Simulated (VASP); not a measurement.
VASP runs on Tl (hcp) share one base input (PBE GGA, plane waves, VASP's PBE PAW potentials (set 64)) and change the settings named in each case.

**INCAR**
```
SYSTEM = Tl
PREC = Accurate
ENCUT = 400
EDIFF = 1E-6
NELM = 100
ALGO = Normal
LREAL = .FALSE.
LASPH = .TRUE.
ISMEAR = 1
SIGMA = 0.1
GGA = PE
LMAXMIX = 4
LWAVE = .FALSE.
LCHARG = .FALSE.
ISIF = 2
```

File POSCAR:
```
Tl
1
    1.7300000000    -2.9964480000     0.0000000000
    1.7300000000     2.9964480000     0.0000000000
    0.0000000000     0.0000000000     5.5200000000
Tl
2
Direct
  0.3333330000   0.6666670000   0.2500000000
  0.6666670000   0.3333330000   0.7500000000
```

File KPOINTS:
```
Regular mesh
0
Gamma
  11 11 6
0 0 0
```

POTCAR, in this order: Tl_d (PBE.64 set). Program: vasp_std.

| change | E(σ→0) (eV/atom) | −TS (eV) | irreducible k-points |
|---|---|---|---|
| base run | -2.2033 | -0.0014 | 64 |
| KPOINTS 3×3×2 Γ-centred mesh | -1.8453 | -0.0046 | 6 |
| KPOINTS 5×5×3 Γ-centred mesh | -2.1898 | -0.0019 | 10 |
| KPOINTS 6×6×3 Γ-centred mesh | -2.1781 | -0.0063 | 14 |
| KPOINTS 14×14×8 Γ-centred mesh | -2.1976 | -0.0001 | 120 |
| KPOINTS 16×16×9 Γ-centred mesh | -2.1996 | 0.0000 | 150 |
| KPOINTS 17×17×9 Γ-centred mesh | -2.2006 | 0.0003 | 165 |
 Unless said otherwise, spin-orbit coupling is left out, though it shifts the bands of the heavy elements here.

Left out are runs that ran out of time, are held back, or changed the cell or the kind of run, fixed moments of cells without a moment, rows past the twelfth, gaps on odd meshes, pressures of charged cells and columns that move by less than the noise.

The compound is Tl in the hcp structure. The cell was not relaxed at this level.
